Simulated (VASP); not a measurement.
# CsSi2 (P-6m2) in VASP: notebook

The runs below take CsSi2 through relaxation of cell and atoms, single point, with vdW-DF-cx, rev-vdW-DF2, HSE(alpha, omega).

All numbers are computed with VASP 6.6.1; they aren't measurements. Logs are shortened: lines on timing, memory, paths and dates and some standing lists are left out, and cuts for length are marked.

## 1. The structure

The structure is hexagonal, space group P-6m2 (No. 187). Conventional cell: a = 6.372 Å, b = 6.372 Å, c = 4.479 Å, α = 90.00°, β = 90.00°, γ = 120.00°. Cs (site symmetry -6m2) has 6 Si at 3.85 Å as nearest neighbours. Si (site symmetry 3m) has 2 Si at 2.24 Å as nearest neighbours.

The cell was built by a generator and needn't be a form met in nature.

## 2. Relaxation of cell and atoms, vdW-DF-cx

The input, INCAR:

```
SYSTEM = CsSi2
PREC     = Accurate       ! precision mode
ENCUT    = 600            ! plane-wave cutoff, eV
EDIFF    = 1E-6           ! SCF threshold, eV
ISMEAR   = -1             ! smearing method
SIGMA    = 0.05           ! smearing width, eV
LREAL    = .FALSE.        ! projectors in reciprocal space
LASPH    = .TRUE.         ! aspherical terms in the spheres
NELM     = 100            ! most SCF steps
ALGO     = Fast           ! electronic algorithm
ISIF     = 3              ! what is computed and relaxed
LWAVE    = .FALSE.        ! write WAVECAR
LCHARG   = .FALSE.        ! write CHGCAR
GGA      = CX             ! functional
LUSE_VDW = .TRUE.       
AGGAC    = 0.0          
IBRION   = 2              ! ionic algorithm
NSW      = 40             ! ionic steps
EDIFFG   = -0.005         ! ionic threshold
```

The input, KPOINTS:

```
regular mesh
0
G
  5 5 6
  0 0 0
```

The input, POSCAR:

```
CsSi2
1.0
    6.3715700000      0.0000000000      0.0000000000
   -3.1857800000      5.5179400000      0.0000000000
    0.0000000000      0.0000000000      4.4786600000
Cs Si
1 2
Direct
    0.0000000000      0.0000000000      0.0000000000
    0.6666700000      0.3333300000      0.2503900000
    0.6666700000      0.3333300000      0.7496100000
```

Potentials or basis: VASP PAW PBE potentials, release 64 (Cs_sv, Si).

Command:

```
cat potpaw_PBE.64/Cs_sv/POTCAR potpaw_PBE.64/Si/POTCAR > POTCAR
mpirun -np 1 vasp_std > vasp.out
```

OUTCAR:

```text
SYSTEM = CsSi2
   PREC = Accurate
   ENCUT = 600
   EDIFF = 1E-6
   ISMEAR = -1
   LREAL = .FALSE.
   LASPH = .TRUE.
   NELM = 100
   ISIF = 3
   GGA = CX
   IBRION = 2
   NSW = 40
   EDIFFG = -0.005

 ion  position               nearest neighbor table
   1  0.000  0.000  0.000-
   2  0.667  0.333  0.250-   3 2.24   3 2.24
   3  0.667  0.333  0.750-   2 2.24   2 2.24

  LATTYP: Found a hexagonal cell.
 ALAT       =     6.3715700000
 C/A-ratio  =     0.7029130968

  Lattice vectors:

 A1 = (   6.3715700000,   0.0000000000,   0.0000000000)
 A2 = (  -3.1857800000,   5.5179400000,   0.0000000000)
 A3 = (   0.0000000000,   0.0000000000,   4.4786600000)

Analysis of symmetry for initial positions (statically):
=====================================================================
 Subroutine PRICEL returns:
 Original cell was already a primitive cell.

 Routine SETGRP: Setting up the symmetry group for a
 hexagonal supercell.

 Subroutine GETGRP returns: Found  4 space group operations
 (whereof  4 operations were pure point group operations)
 out of a pool of 24 trial point group operations.

The static configuration has the point symmetry C_2v.

Analysis of symmetry for dynamics (positions and initial velocities):
=====================================================================
 Subroutine PRICEL returns:
 Original cell was already a primitive cell.

 Routine SETGRP: Setting up the symmetry group for a
 hexagonal supercell.

 Subroutine GETGRP returns: Found  4 space group operations
 (whereof  4 operations were pure point group operations)
 out of a pool of 24 trial point group operations.

The dynamic configuration has the point symmetry C_2v.

 Subroutine INISYM returns: Found  4 space group operations
 (whereof  4 operations are pure point group operations),
 and found     1 'primitive' translations

----------------------------------------------------------------------------------------

                                     Primitive cell

  volume of cell :     157.4605

  direct lattice vectors                    reciprocal lattice vectors
     6.371570000  0.000000000  0.000000000     0.156947189  0.090613384  0.000000000
    -3.185780000  5.517940000  0.000000000     0.000000000  0.181227052  0.000000000
     0.000000000  0.000000000  4.478660000     0.000000000  0.000000000  0.223281071

  length of vectors
     6.371570000  6.371566217  4.478660000     0.181226945  0.181227052  0.223281071

  position of ions in fractional coordinates (direct lattice)
     0.000000000  0.000000000  0.000000000
     0.666670000  0.333330000  0.250390000
     0.666670000  0.333330000  0.749610000

  ion indices of the primitive-cell ions
   primitive index   ion index
                 1           1
                 2           2
                 3           3

----------------------------------------------------------------------------------------

 KPOINTS: regular mesh

Automatic generation of k-mesh.
 Grid dimensions read from file:
 generate k-points for:    5    5    6

 Generating k-lattice:

  Cartesian coordinates                     Fractional coordinates (reciprocal lattice)
     0.031389438  0.018122677  0.000000000     0.200000000  0.000000000  0.000000000
     0.000000000  0.036245410  0.000000000     0.000000000  0.200000000  0.000000000
     0.000000000  0.000000000  0.037213512     0.000000000  0.000000000  0.166666667

  Length of vectors
     0.036245389  0.036245410  0.037213512

  Shift w.r.t. Gamma in fractional coordinates (k-lattice)
     0.000000000  0.000000000  0.000000000

 Subroutine IBZKPT returns following result:
 ===========================================

 Found     36 irreducible k-points:

 Following reciprocal coordinates:
            Coordinates               Weight
  0.000000  0.000000  0.000000      1.000000
  0.200000  0.000000  0.000000      4.000000
 -0.200000  0.200000  0.000000      2.000000
  0.400000  0.000000  0.000000      4.000000
 -0.400000  0.400000  0.000000      2.000000
  0.200000  0.200000  0.000000      2.000000
[... 46 lines left out ...]

------------------------ aborting loop because EDIFF is reached ----------------------------------------

  FORCE on cell =-STRESS in cart. coord.  units (eV):
  Direction    XX          YY          ZZ          XY          YZ          ZX
  --------------------------------------------------------------------------------------
  -------------------------------------------------------------------------------------
  Total       -0.4650999     -0.4651738     -1.9309416     -0.0000646      0.0000000      0.0000000
  in kB       -4.7324423     -4.7331937    -19.6475404     -0.0006572      0.0000000      0.0000000
  external PRESSURE =      -9.7043922 kB  Pullay stress =       0.0000000 kB
[... 96 lines left out ...]
  FREE ENERGIE OF THE ION-ELECTRON SYSTEM (eV)
  ---------------------------------------------------
  free  energy   TOTEN  =        -4.6672956515 eV

  energy  without entropy=       -4.6643097336  energy(sigma->0) =       -4.66580269

Total vdW correction in eV:      4.3036655

[... ionic steps 4 to 12 ...]

--------------------------------------- Ionic step       13  -------------------------------------------

 number of electron      17.0000001 magnetization

------------------------ aborting loop because EDIFF is reached ----------------------------------------

  FORCE on cell =-STRESS in cart. coord.  units (eV):
  Direction    XX          YY          ZZ          XY          YZ          ZX
  --------------------------------------------------------------------------------------
  -------------------------------------------------------------------------------------
  Total       -0.0242716     -0.0242961      0.0430345     -0.0000213      0.0000000      0.0000000
  in kB       -0.2636773     -0.2639443      0.4675110     -0.0002315      0.0000000      0.0000000
  external PRESSURE =      -0.0200369 kB  Pullay stress =       0.0000000 kB
[... 63 lines left out ...]
Total vdW correction in eV:      4.2724524

--------------------------------------- Ionic step       15  -------------------------------------------

 number of electron      17.0000001 magnetization

 Free energy of the ion-electron system (eV)
  ---------------------------------------------------
  ext. energy  EPLUGINS =         0.00000000
  ---------------------------------------------------
  free energy    TOTEN  =        -4.67343686 eV

  energy without entropy =       -4.67061731  energy(sigma->0) =       -4.67202708

 E-fermi :   0.8478     XC(G=0):  -6.4920

 val. band max:        0.6807740290   @ k =   0.4000   0.2000   0.5000
 cond. band min:       1.0747970956   @ k =   0.4000   0.4000   0.1667
 fundamental gap:      0.3940230666
 Fermi energy:         0.8478271119

 k-point     1 :       0.0000    0.0000    0.0000
  band No.  band energies     occupation
      1     -21.4957      2.00000
      2      -8.9989      2.00000
      3      -8.3028      2.00000
      4      -8.3028      2.00000
      5      -8.1616      2.00000
      6      -2.9312      2.00000
      7      -1.2456      2.00000
      8      -1.2456      2.00000
      9      -0.3321      2.00000
     10       2.2570      0.00000
     11       4.2832      0.00000
     12       4.9020      0.00000
[... 331 lines left out ...]
 k-point    24 :       0.2000    0.2000    0.3333
  band No.  band energies     occupation
      1     -21.4671      2.00000
      2      -8.6696      2.00000
      3      -8.5335      2.00000
      4      -8.2649      2.00000
      5      -7.7523      2.00000
      6      -5.7254      2.00000
      7      -0.6253      2.00000
      8      -0.4392      2.00000
      9       1.6652      0.00000
     10       1.7656      0.00000
     11       3.3453      0.00000
     12       4.1541      0.00000

 [... further k-points ...]

------------------------ aborting loop because EDIFF is reached ----------------------------------------

  FORCE on cell =-STRESS in cart. coord.  units (eV):
  Direction    XX          YY          ZZ          XY          YZ          ZX
  --------------------------------------------------------------------------------------
  -------------------------------------------------------------------------------------
  Total       -0.0070204     -0.0070392      0.0027999     -0.0000163      0.0000000      0.0000000
  in kB       -0.0762803     -0.0764847      0.0304219     -0.0001771      0.0000000      0.0000000
  external PRESSURE =      -0.0407811 kB  Pullay stress =       0.0000000 kB
[... 18 lines left out ...]
  FREE ENERGIE OF THE ION-ELECTRON SYSTEM (eV)
  ---------------------------------------------------
  free  energy   TOTEN  =        -4.6734368596 eV

  energy  without entropy=       -4.6706173063  energy(sigma->0) =       -4.67202708

Total vdW correction in eV:      4.2726530

 reached required accuracy - stopping structural energy minimisation
```

It took 23 min on 1 thread of Intel Xeon 6975P-C (Granite Rapids), shared host; peak memory 0.88 GiB.

Results:

```yaml
Free_energy: -4.6734 eV
Relaxed_volume: 49.15 Å³/atom
Relaxed_cell: a = 6.253 Å, b = 6.253 Å, c = 4.355 Å, α = 90.00°, β = 90.00°, γ = 120.00°
Space_group_after_relaxing_to_0.05_Å: P-6m2 (No. 187)
Energy_gained_by_relaxing: 15.6 meV/atom
Ionic_steps: 15
Pressure_after_relaxing: 0.0 GPa
Largest_force_after_relaxing: 0.003 eV/Å
Band_gap_on_the_k_mesh: none (metal or under the smearing width)
```

Forces on the atoms (eV/Å):
```
Cs   0.000  0.000  0.000
Si   0.000  0.000  0.003
Si   0.000  0.000 -0.003
```

Step by step:
| step | energy change (eV) | largest force (eV/Å) | pressure (GPa) | volume (Å³) |
| --- | --- | --- | --- | --- |
| 1 | 0.0000 | 0.1575 | -0.97 | 157.46 |
| 2 | -0.0390 | 0.4018 | 0.02 | 150.30 |
| 3 | -0.0405 | 0.3370 | -0.19 | 151.20 |
| 4 | -0.0410 | 0.3195 | 0.22 | 148.37 |
| 5 | -0.0440 | 0.0054 | 0.01 | 149.71 |
| 6 | -0.0452 | 0.1181 | -0.21 | 149.33 |
| 7 | -0.0455 | 0.0825 | -0.15 | 149.44 |
| 8 | -0.0463 | 0.0244 | -0.10 | 148.49 |
| 9 | -0.0464 | 0.0613 | -0.09 | 148.17 |
| 10 | -0.0466 | 0.0035 | 0.04 | 147.23 |
| 11 | -0.0466 | 0.0133 | 0.02 | 147.46 |
| 12 | -0.0466 | 0.0156 | 0.01 | 147.50 |
| 13 | -0.0466 | 0.0146 | 0.00 | 147.48 |
| 14 | -0.0467 | 0.0162 | -0.01 | 147.44 |
| 15 | -0.0467 | 0.0035 | 0.00 | 147.46 |

Final structure:
```
Cs Si
1.0
     6.25255   -0.00003    0.00000
    -3.12629    5.41485    0.00000
     0.00000    0.00000    4.35531
Cs Si
1 2
Direct
  0.00000 0.00000 0.00000
  0.66667 0.33333 0.25023
  0.66667 0.33333 0.74977
```

Caveat: the PAW data sets were made with another functional, which shifts forces and pressure a little. Spin-orbit coupling is left out, which matters for the levels of Cs.

(Part 1 of 2 ends here.)
